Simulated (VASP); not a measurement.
Output of a VASP run:

### OUTCAR
```
 ion  position               nearest neighbor table
   1  0.000  0.000  0.000-   2 2.46   2 2.46   2 2.46   2 2.46
   2  0.250  0.250  0.250-   1 2.46   1 2.46   1 2.46   1 2.46
  LATTYP: Found a face centered cubic cell.
 ALAT       =     5.6700000000
 Subroutine PRICEL returns:
 Original cell was already a primitive cell.
 Subroutine GETGRP returns: Found 24 space group operations
The static configuration has the point symmetry T_d .
The dynamic configuration has the point symmetry T_d .
 Subroutine INISYM returns: Found 24 space group operations
 Subroutine IBZKPT returns following result:
 Found     20 irreducible k-points:

 Following reciprocal coordinates:
            Coordinates               Weight
  0.000000  0.000000  0.000000      1.000000
  0.142857  0.000000  0.000000      8.000000
  0.285714  0.000000  0.000000      8.000000
  0.428571  0.000000  0.000000      8.000000
  0.142857  0.142857  0.000000      6.000000
  0.285714  0.142857  0.000000     24.000000
  0.428571  0.142857  0.000000     24.000000
 -0.428571  0.142857  0.000000     24.000000
 -0.285714  0.142857  0.000000     24.000000
 -0.142857  0.142857  0.000000     12.000000
  0.285714  0.285714  0.000000      6.000000
  0.428571  0.285714  0.000000     24.000000
 -0.428571  0.285714  0.000000     24.000000
 -0.285714  0.285714  0.000000     12.000000
  0.428571  0.428571  0.000000      6.000000
 -0.428571  0.428571  0.000000     12.000000
  0.428571  0.285714  0.142857     24.000000
 -0.428571  0.285714  0.142857     48.000000
 -0.428571  0.428571  0.142857     24.000000
 -0.285714  0.428571  0.142857     24.000000
   k-points           NKPTS =     20   k-points in BZ     NKDIM =     20   number of bands    NBANDS=     13
   number of dos      NEDOS =    301   number of ions     NIONS =      2
   total plane-waves  NPLWV =  21952
   dimension x,y,z NGX =    28 NGY =   28 NGZ =   28
   dimension x,y,z NGXF=    56 NGYF=   56 NGZF=   56
   ions per type =               1   1
   PREC   = accura    normal or accurate (medium, high low for compatibility)
   ISTART =      0    job   : 0-new  1-cont  2-samecut
   ICHARG =      2    charge: 1-file 2-atom 10-const
   ISPIN  =      1    spin polarized calculation?
   LNONCOLLINEAR =      F non collinear calculations
   LSORBIT =      F    spin-orbit coupling
   INIWAV =      1    electr: 0-lowe 1-rand  2-diag
   ENCUT  =  400.0 eV  29.40 Ry    5.42 a.u.   6.54  6.54  6.54*2*pi/ulx,y,z
   NELM   =    100;   NELMIN=  2; NELMDL= -5     # of ELM steps
   EDIFF  = 0.1E-05   stopping-criterion for ELM
   LREAL  =      F    real-space projection
   NLSPLINE    = F    spline interpolate recip. space projectors
   LMAXMIX     =    4 max onsite mixed and CHGCAR
   VOSKOWN=      0    Vosko Wilk Nusair interpolation
   EDIFFG = -.1E-01   stopping-criterion for IOM
   NSW    =     60    number of steps for IOM
   NBLOCK =      1;   KBLOCK =     60    inner block; outer block
   IBRION =      2    ionic relax: 0-MD 1-quasi-New 2-CG
   NFREE  =      1    steps in history (QN), initial steepest desc. (CG)
   ISIF   =      3    stress and relaxation
   ISYM   =      2    0-nonsym 1-usesym 2-fastsym
   TEIN   =    0.0    initial temperature
   TEBEG  =    0.0;   TEEND  =   0.0 temperature during run
   SMASS  =  -3.00    Nose mass-parameter (am)
   PSTRESS=    0.0 pullay stress
   NELECT =      18.0000    total number of electrons
   EFERMI =   0.00;   METHOD = LEGACY
   ISMEAR =     0;   SIGMA  =   0.05  broadening in eV -4-tet -1-fermi 0-gaus
   IALGO  =     38    algorithm
   LDIAG  =      T    sub-space diagonalisation (order eigenvalues)
   IMIX   =      4    mixing-type and parameters
     AMIX     =   0.40;   BMIX     =  1.00
     AMIX_MAG =   1.60;   BMIX_MAG =  1.00
     AMIN     =   0.10
   METAGGA = R2SCAN    functional components
   VOSKOWN =     0    Vosko Wilk Nusair interpolation
   LHFCALC =     F    Hartree Fock is set to
   LHFONE  =     F    Hartree Fock one center treatment
...
```

OSZICAR:
```
       N       E                     dE             d eps       ncg     rms          rms(c)
DAV:   1     0.585182956110E+02    0.58518E+02   -0.78452E+03   520   0.136E+03
DAV:   2    -0.225169872584E+02   -0.81035E+02   -0.77595E+02   545   0.253E+02
DAV:   3    -0.276403049736E+02   -0.51233E+01   -0.51047E+01   670   0.677E+01
DAV:   4    -0.276827571454E+02   -0.42452E-01   -0.42445E-01   560   0.650E+00
DAV:   5    -0.276829629533E+02   -0.20581E-03   -0.20581E-03   590   0.437E-01    0.523E+00
DAV:   6    -0.248556235861E+02    0.28273E+01   -0.18209E+00   605   0.417E+01    0.496E+00
DAV:   7    -0.248215432771E+02    0.34080E-01   -0.48224E-01   525   0.138E+01    0.221E+00
DAV:   8    -0.248608414766E+02   -0.39298E-01   -0.15952E-01   545   0.435E+00    0.615E-01
DAV:   9    -0.248348876534E+02    0.25954E-01   -0.15803E-01   520   0.377E+00    0.226E-01
DAV:  10    -0.248999720634E+02   -0.65084E-01   -0.53655E-02   520   0.218E+00    0.969E-02
DAV:  11    -0.249015166123E+02   -0.15445E-02   -0.15489E-03   605   0.471E-01    0.606E-02
DAV:  12    -0.249007159468E+02    0.80067E-03   -0.42772E-04   525   0.290E-01    0.241E-02
DAV:  13    -0.249015049863E+02   -0.78904E-03   -0.55293E-04   520   0.277E-01    0.993E-03
DAV:  14    -0.249015234387E+02   -0.18452E-04   -0.39017E-05   550   0.690E-02    0.426E-03
DAV:  15    -0.249015385770E+02   -0.15138E-04   -0.50130E-06   580   0.456E-02    0.233E-03
DAV:  16    -0.249015344654E+02    0.41116E-05   -0.15343E-06   390   0.167E-02    0.196E-03
DAV:  17    -0.249015381345E+02   -0.36690E-05   -0.35486E-07   345   0.839E-03    0.751E-04
DAV:  18    -0.249015369608E+02    0.11737E-05   -0.87128E-08   265   0.639E-03    0.328E-04
DAV:  19    -0.249015373906E+02   -0.42981E-06   -0.25646E-08   260   0.180E-03
   1 F= -.24901537E+02 E0= -.24901537E+02  d E =-.249015E+02
       N       E                     dE             d eps       ncg     rms          rms(c)
DAV:   1    -0.249135309402E+02   -0.11994E-01   -0.15700E-01   615   0.871E+00    0.782E-01
DAV:   2    -0.249033213613E+02    0.10210E-01   -0.35939E-02   620   0.576E+00    0.291E-01
DAV:   3    -0.249022751539E+02    0.10462E-02   -0.91471E-04   525   0.303E-01    0.147E-01
DAV:   4    -0.249019266029E+02    0.34855E-03   -0.11921E-03   580   0.362E-01    0.565E-02
DAV:   5    -0.249020343874E+02   -0.10778E-03   -0.13909E-04   520   0.134E-01    0.420E-02
DAV:   6    -0.249019822269E+02    0.52161E-04   -0.98951E-05   772   0.112E-01    0.161E-02
DAV:   7    -0.249019962431E+02   -0.14016E-04   -0.31123E-05   525   0.758E-02    0.549E-03
DAV:   8    -0.249019963779E+02   -0.13480E-06   -0.61364E-06   520   0.250E-02
   2 F= -.24901996E+02 E0= -.24901996E+02  d E =-.458987E-03
       N       E                     dE             d eps       ncg     rms          rms(c)
DAV:   1    -0.249023888525E+02   -0.39261E-03   -0.47488E-03   615   0.152E+00    0.136E-01
DAV:   2    -0.249020229672E+02    0.36589E-03   -0.10485E-03   615   0.935E-01    0.510E-02
DAV:   3    -0.249020015985E+02    0.21369E-04   -0.27046E-05   525   0.508E-02    0.257E-02
DAV:   4    -0.249019967198E+02    0.48787E-05   -0.36744E-05   570   0.570E-02    0.953E-03
DAV:   5    -0.249020025681E+02   -0.58483E-05   -0.44936E-06   520   0.228E-02    0.702E-03
DAV:   6    -0.249020061344E+02   -0.35663E-05   -0.32902E-06   554   0.218E-02    0.305E-03
DAV:   7    -0.249020070254E+02   -0.89093E-06   -0.96053E-07   355   0.141E-02
   3 F= -.24902007E+02 E0= -.24902007E+02  d E =-.469635E-03
```

OUTCAR:
```
------------------------ aborting loop because EDIFF is reached ----------------------------------------
  FORCE on cell =-STRESS in cart. coord.  units (eV):
  Direction    XX          YY          ZZ          XY          YZ          ZX
  --------------------------------------------------------------------------------------
  Total        0.0138972      0.0138972      0.0138972     -0.0000000     -0.0000000     -0.0000000
  in kB        0.4918911      0.4918911      0.4918911     -0.0000000     -0.0000000     -0.0000000
  external PRESSURE =       0.4918911 kB  Pullay stress =       0.0000000 kB
  volume of cell :       45.27
      direct lattice vectors                 reciprocal lattice vectors
     0.000000000  2.828652383  2.828652383    -0.176762618  0.176762618  0.176762618
     2.828652383 -0.000000000  2.828652383     0.176762618 -0.176762618  0.176762618
     2.828652383  2.828652383  0.000000000     0.176762618  0.176762618 -0.176762618
  FREE ENERGIE OF THE ION-ELECTRON SYSTEM (eV)
  ---------------------------------------------------
  free  energy   TOTEN  =       -24.9020070254 eV

  energy  without entropy=      -24.9020070254  energy(sigma->0) =      -24.90200703

 reached required accuracy - stopping structural energy minimisation
```
(Selected blocks of OUTCAR.)

File POSCAR:
```
ZnSe
1
    0.0000000000     2.8350000000     2.8350000000
    2.8350000000     0.0000000000     2.8350000000
    2.8350000000     2.8350000000     0.0000000000
Zn Se
1 1
Direct
  0.0000000000   0.0000000000   0.0000000000
  0.2500000000   0.2500000000   0.2500000000
```

Question: Write an INCAR and KPOINTS that could have produced this output.

Answer: Several could match; the one computed here: the input of the run itself, r2SCAN meta-GGA, plane waves, VASP's PBE PAW potentials (set 64).

**INCAR**
```
! general
SYSTEM  = ZnSe
PREC    = Accurate
ENCUT   = 400
LREAL   = .False.
LASPH   = .True.

! electronic loop
EDIFF   = 1E-6
NELM    = 100
ALGO    = Normal
LMAXMIX = 4
LMIXTAU = .True.

! smearing
ISMEAR  = 0
SIGMA   = 0.05

! functional
METAGGA = R2SCAN

! ions
IBRION  = 2
NSW     = 60
ISIF    = 3
EDIFFG  = -0.01

! output
LWAVE   = .False.
LCHARG  = .False.
```

File KPOINTS:
```
K-points
0
gamma
  7 7 7
```

POTCAR, in this order: Zn Se (PBE.64 set). Program: vasp_std.

The compound is ZnSe in the zinc blende structure. This run relaxes it. Symmetry was kept, so distortions that lower it aren't found.
